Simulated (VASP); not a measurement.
All values below come from r2SCAN+rVV10, VASP's PBE PAW potentials (set 64) (plane waves; VASP).

Input for VASP

### INCAR
```
! general
SYSTEM   = WC
PREC     = Accurate
ENCUT    = 520   ! plane-wave cut-off (eV)
LREAL    = .FALSE.   ! projection in real space or not
LASPH    = .TRUE.

! electronic loop
EDIFF    = 1E-6   ! SCF stop (eV)
NELM     = 100
ALGO     = Normal
LMAXMIX  = 6   ! l cut-off of mixed one-centre charges
LMIXTAU  = .TRUE.

! smearing
ISMEAR   = 1   ! Methfessel-Paxton
SIGMA    = 0.1

! functional
METAGGA  = R2SCAN
LUSE_VDW = .TRUE.
BPARAM   = 11.95
CPARAM   = 0.0093

! ions
IBRION   = 2
NSW      = 60   ! most ionic steps
ISIF     = 3
EDIFFG   = -0.01

! output
LWAVE    = .FALSE.
LCHARG   = .FALSE.
```

**POSCAR**
```
WC
1
    1.4550000000    -2.5201340000     0.0000000000
    1.4550000000     2.5201340000     0.0000000000
    0.0000000000     0.0000000000     2.8400000000
W C
1 1
Direct
  0.0000000000   0.0000000000   0.0000000000
  0.3333330000   0.6666670000   0.5000000000
```

**KPOINTS**
```
Automatic
0
Gamma
  13 13 12
```

POTCAR, in this order: W_sv C (PBE.64 set). Program: vasp_std.

The resulting files:

**OSZICAR**
```
       N       E                     dE             d eps       ncg     rms          rms(c)
DAV:   1     0.699249741606E+02    0.69925E+02   -0.10082E+04  3822   0.158E+03
DAV:   2    -0.646604952074E+02   -0.13459E+03   -0.13106E+03  4432   0.390E+02
DAV:   3    -0.684859373724E+02   -0.38254E+01   -0.37952E+01  4517   0.617E+01
DAV:   4    -0.685203538166E+02   -0.34416E-01   -0.34393E-01  4267   0.624E+00
DAV:   5    -0.685206577260E+02   -0.30391E-03   -0.30380E-03  4532   0.594E-01    0.341E+01
DAV:   6    -0.610401394928E+02    0.74805E+01   -0.88995E+00  4247   0.375E+01    0.630E+00
DAV:   7    -0.612989898469E+02   -0.25885E+00   -0.40471E-01  3917   0.712E+00    0.502E+00
DAV:   8    -0.612449829900E+02    0.54007E-01   -0.20384E-01  3987   0.528E+00    0.105E+00
DAV:   9    -0.613724124197E+02   -0.12743E+00   -0.12427E-01  3932   0.347E+00    0.694E-01
DAV:  10    -0.613776752157E+02   -0.52628E-02   -0.43815E-03  4042   0.630E-01    0.459E-01
DAV:  11    -0.613779498034E+02   -0.27459E-03   -0.18728E-03  4397   0.328E-01    0.312E-01
DAV:  12    -0.613779442050E+02    0.55983E-05   -0.20673E-03  4417   0.364E-01    0.103E-01
DAV:  13    -0.613779725929E+02   -0.28388E-04   -0.65342E-05  3992   0.875E-02    0.976E-02
DAV:  14    -0.613780507721E+02   -0.78179E-04   -0.61295E-05  4397   0.625E-02    0.290E-02
DAV:  15    -0.613781048898E+02   -0.54118E-04   -0.58652E-05  3917   0.717E-02    0.962E-03
DAV:  16    -0.613781050442E+02   -0.15431E-06   -0.12563E-06  2808   0.116E-02
   1 F= -.61378105E+02 E0= -.61378003E+02  d E =-.613781E+02
       N       E                     dE             d eps       ncg     rms          rms(c)
DAV:   1    -0.613813765324E+02   -0.32716E-02   -0.10848E-01  3842   0.449E+00    0.672E-01
DAV:   2    -0.613784459387E+02    0.29306E-02   -0.70093E-03  3907   0.104E+00    0.175E-01
DAV:   3    -0.613779471722E+02    0.49877E-03   -0.10677E-03  4157   0.353E-01    0.698E-02
DAV:   4    -0.613778819154E+02    0.65257E-04   -0.21628E-04  4407   0.144E-01    0.574E-02
DAV:   5    -0.613778111272E+02    0.70788E-04   -0.95152E-05  3822   0.129E-01    0.180E-02
DAV:   6    -0.613778957394E+02   -0.84612E-04   -0.39749E-05  3872   0.789E-02    0.440E-03
DAV:   7    -0.613778959406E+02   -0.20129E-06   -0.18578E-06  3349   0.137E-02
   2 F= -.61377896E+02 E0= -.61377809E+02  d E =0.209104E-03
       N       E                     dE             d eps       ncg     rms          rms(c)
DAV:   1    -0.613795609055E+02   -0.16652E-02   -0.41700E-02  3842   0.278E+00    0.421E-01
DAV:   2    -0.613784180531E+02    0.11429E-02   -0.26789E-03  3912   0.642E-01    0.109E-01
DAV:   3    -0.613782383670E+02    0.17969E-03   -0.41820E-04  4147   0.221E-01    0.434E-02
DAV:   4    -0.613782085056E+02    0.29861E-04   -0.79501E-05  4402   0.894E-02    0.366E-02
DAV:   5    -0.613782039189E+02    0.45867E-05   -0.34526E-05  3822   0.773E-02    0.113E-02
DAV:   6    -0.613782261604E+02   -0.22242E-04   -0.13697E-05  3872   0.460E-02    0.261E-03
DAV:   7    -0.613782262914E+02   -0.13105E-06   -0.64836E-07  1966   0.864E-03
   3 F= -.61378226E+02 E0= -.61378131E+02  d E =-.121247E-03
       N       E                     dE             d eps       ncg     rms          rms(c)
DAV:   1    -0.613783842227E+02   -0.15806E-03   -0.54384E-03  3877   0.104E+00    0.167E-01
DAV:   2    -0.613782283930E+02    0.15583E-03   -0.44282E-04  3907   0.259E-01    0.418E-02
DAV:   3    -0.613782120248E+02    0.16368E-04   -0.33371E-05  4127   0.655E-02    0.152E-02
DAV:   4    -0.613782033939E+02    0.86309E-05   -0.12786E-05  4362   0.361E-02    0.944E-03
DAV:   5    -0.613782072315E+02   -0.38376E-05   -0.46177E-06  3822   0.267E-02    0.608E-03
DAV:   6    -0.613782075285E+02   -0.29708E-06   -0.19300E-06  3527   0.157E-02
   4 F= -.61378208E+02 E0= -.61378113E+02  d E =0.187629E-04
       N       E                     dE             d eps       ncg     rms          rms(c)
DAV:   1    -0.613783150736E+02   -0.10784E-03   -0.25113E-03  3877   0.708E-01    0.114E-01
DAV:   2    -0.613782453219E+02    0.69752E-04   -0.20685E-04  3912   0.177E-01    0.283E-02
DAV:   3    -0.613782339910E+02    0.11331E-04   -0.15434E-05  4102   0.444E-02    0.103E-02
DAV:   4    -0.613782328902E+02    0.11008E-05   -0.58995E-06  4297   0.248E-02    0.649E-03
DAV:   5    -0.613782280875E+02    0.48027E-05   -0.21616E-06  3792   0.181E-02    0.409E-03
DAV:   6    -0.613782319742E+02   -0.38867E-05   -0.84465E-07  1927   0.106E-02    0.137E-03
DAV:   7    -0.613782315540E+02    0.42021E-06   -0.10113E-07  1911   0.358E-03
   5 F= -.61378232E+02 E0= -.61378137E+02  d E =-.526256E-05
```

### OUTCAR
```
------------------------ aborting loop because EDIFF is reached ----------------------------------------
  FORCE on cell =-STRESS in cart. coord.  units (eV):
  Direction    XX          YY          ZZ          XY          YZ          ZX
  --------------------------------------------------------------------------------------
  Total       -0.0000497     -0.0000497      0.0003205      0.0000000     -0.0000000     -0.0000000
  in kB       -0.0038192     -0.0038192      0.0246230      0.0000000     -0.0000000     -0.0000000
  external PRESSURE =       0.0056615 kB  Pullay stress =       0.0000000 kB
  volume of cell :       20.85
      direct lattice vectors                 reciprocal lattice vectors
     1.456445954 -2.522638466  0.000000000     0.343301445 -0.198205176 -0.000000000
     1.456445954  2.522638466 -0.000000000     0.343301445  0.198205176 -0.000000000
     0.000000000 -0.000000000  2.837934711    -0.000000000  0.000000000  0.352368924
 POSITION                                       TOTAL-FORCE (eV/Angst)
 -----------------------------------------------------------------------------------
      0.00000      0.00000     -0.00000         0.000000     -0.000000      0.000000
      1.45645      0.84088      1.41897        -0.000000      0.000000     -0.000000
 -----------------------------------------------------------------------------------
    total drift:                                0.000000     -0.000386      0.000000
  FREE ENERGIE OF THE ION-ELECTRON SYSTEM (eV)
  ---------------------------------------------------
  free  energy   TOTEN  =       -61.3782315540 eV

  energy  without entropy=      -61.3779466009  energy(sigma->0) =      -61.37813657

 reached required accuracy - stopping structural energy minimisation
```
(Selected blocks of OUTCAR.)

**CONTCAR**
```
WC
   1.00000000000000
     1.4564459537609717   -2.5226384656029404    0.0000000000000000
     1.4564459537609717    2.5226384656029404   -0.0000000000000000
     0.0000000000000000   -0.0000000000000000    2.8379347114594164
  W               C
     1     1
Direct
     0.0000000000000000    0.0000000000000000    0.0000000000000000
     0.3333330000000032    0.6666669999999968    0.5000000000000000
```

The compound is WC in the wc structure. This run relaxes it. Symmetry was kept, so distortions that lower it aren't found.
